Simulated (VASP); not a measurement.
Output of a VASP run:

**OSZICAR**
```
       N       E                     dE             d eps       ncg     rms          rms(c)
DAV:   1     0.480659147521E+03    0.48066E+03   -0.15957E+04  1368   0.260E+03
DAV:   2     0.103129212093E+03   -0.37753E+03   -0.37208E+03  1952   0.408E+02
DAV:   3    -0.192964916280E+02   -0.12243E+03   -0.12179E+03  2520   0.222E+02
DAV:   4    -0.376664385989E+02   -0.18370E+02   -0.18363E+02  2328   0.910E+01
DAV:   5    -0.386813343090E+02   -0.10149E+01   -0.10145E+01  2504   0.261E+01    0.145E+01
DAV:   6    -0.334312947869E+02    0.52500E+01   -0.47346E+01  2080   0.425E+01    0.755E+00
DAV:   7    -0.333669840385E+02    0.64311E-01   -0.49727E+00  2496   0.240E+01    0.358E+00
DAV:   8    -0.333687542221E+02   -0.17702E-02   -0.54848E-01  2408   0.696E+00    0.131E+00
DAV:   9    -0.333640887415E+02    0.46655E-02   -0.75683E-02  2480   0.252E+00    0.406E-01
DAV:  10    -0.333659553070E+02   -0.18666E-02   -0.40032E-02  2208   0.142E+00    0.221E-01
DAV:  11    -0.333661436811E+02   -0.18837E-03   -0.11035E-02  2312   0.834E-01    0.102E-01
DAV:  12    -0.333662809523E+02   -0.13727E-03   -0.17440E-03  2280   0.332E-01    0.493E-02
DAV:  13    -0.333663149426E+02   -0.33990E-04   -0.65976E-04  2448   0.192E-01    0.170E-02
DAV:  14    -0.333663206977E+02   -0.57550E-05   -0.45775E-05  2224   0.663E-02    0.787E-03
DAV:  15    -0.333663206520E+02    0.45687E-07   -0.13034E-05  2504   0.280E-02    0.264E-03
DAV:  16    -0.333663205810E+02    0.70917E-07   -0.11449E-06  2096   0.101E-02    0.184E-03
DAV:  17    -0.333663205326E+02    0.48416E-07   -0.44039E-07  1576   0.632E-03
   1 F= -.33366321E+02 E0= -.33366321E+02  d E =0.000000E+00
```

File OUTCAR:
```
------------------------ aborting loop because EDIFF is reached ----------------------------------------
  FORCE on cell =-STRESS in cart. coord.  units (eV):
  Direction    XX          YY          ZZ          XY          YZ          ZX
  --------------------------------------------------------------------------------------
  Total       -0.0306844     -0.0306844     -0.0094971      0.0000000     -0.0000000     -0.0000000
  in kB       -0.6123066     -0.6123065     -0.1895135      0.0000000     -0.0000000     -0.0000000
  external PRESSURE =      -0.4713755 kB  Pullay stress =       0.0000000 kB
  volume of cell :       80.29
      direct lattice vectors                 reciprocal lattice vectors
     1.959168531 -3.393379347  0.000000000     0.255210306 -0.147345743  0.000000000
     1.959168531  3.393379347  0.000000000     0.255210306  0.147345743  0.000000000
     0.000000000  0.000000000  6.038450443     0.000000000  0.000000000  0.165605400
 POSITION                                       TOTAL-FORCE (eV/Angst)
 -----------------------------------------------------------------------------------
      1.95917      1.13113      1.47709        -0.000000     -0.000000     -0.002392
      1.95917     -1.13113      4.56136         0.000000      0.000000      0.002392
      0.00000      0.00000      0.00000         0.000000     -0.000000      0.000000
      1.95917      1.13113      3.90406        -0.000000     -0.000000      0.015089
      1.95917     -1.13113      2.13439         0.000000      0.000000     -0.015089
 -----------------------------------------------------------------------------------
    total drift:                                0.000000      0.000000      0.000000
  FREE ENERGIE OF THE ION-ELECTRON SYSTEM (eV)
  ---------------------------------------------------
  free  energy   TOTEN  =       -33.3663205326 eV

  energy  without entropy=      -33.3663205326  energy(sigma->0) =      -33.36632053

 total charge

# of ion       s       p       d       f       tot
--------------------------------------------------
    1        2.013   5.692   0.655   0.250   8.610
    2        2.013   5.692   0.655   0.250   8.610
    3        1.551   3.379   0.000   0.000   4.930
    4        1.565   3.460   0.000   0.000   5.025
    5        1.565   3.460   0.000   0.000   5.025
--------------------------------------------------
tot          8.708  21.683   1.311   0.499  32.200

 Electric field gradients after diagonalization (V/A^2)
 (convention: |V_zz| > |V_xx| > |V_yy|)
----------------------------------------------------------------------
 ion       V_xx      V_yy      V_zz     asymmetry (V_yy - V_xx)/ V_zz
----------------------------------------------------------------------
   1     -60.408   -60.406   120.814       0.000
   2     -60.408   -60.406   120.814       0.000
   3       4.385     4.385    -8.770       0.000
   4      -4.659    -4.658     9.317       0.000
   5      -4.659    -4.658     9.317       0.000
```
(Selected blocks of OUTCAR.)

**POSCAR**
```
La2O3
1
    1.9591685312    -3.3933793472     0.0000000000
    1.9591685312     3.3933793472    -0.0000000000
    0.0000000000    -0.0000000000     6.0384504434
La O
2 3
Direct
  0.3333330000   0.6666670000   0.2446140169
  0.6666670000   0.3333330000   0.7553859831
  1.0000000000   1.0000000000   0.0000000000
  0.3333330000   0.6666670000   0.6465339071
  0.6666670000   0.3333330000   0.3534660929
```

Q: Write an INCAR and KPOINTS that could have produced this output.

A: This is not unique; one that fits is the input of the run itself, vdW-DF-cx, plane waves, VASP's PBE PAW potentials (set 64).

File KPOINTS:
```
Automatic
0
G
 7 7 4
0 0 0
```

INCAR:
```
SYSTEM = La2O3
PREC = Accurate; ENCUT = 520; LREAL = F
LASPH = T
EDIFF = 1E-7; NELM = 100; ALGO = Normal
LMAXMIX = 6
ISMEAR = -5
GGA = CX; LUSE_VDW = T; AGGAC = 0.0
ISIF = 2
LWAVE = F; LCHARG = T; LORBIT = 11
NEDOS = 601
LEFG = T
```

POTCAR, in this order: La O (PBE.64 set). Program: vasp_std.

The compound is La2O3 in the a-type structure. It was relaxed first.
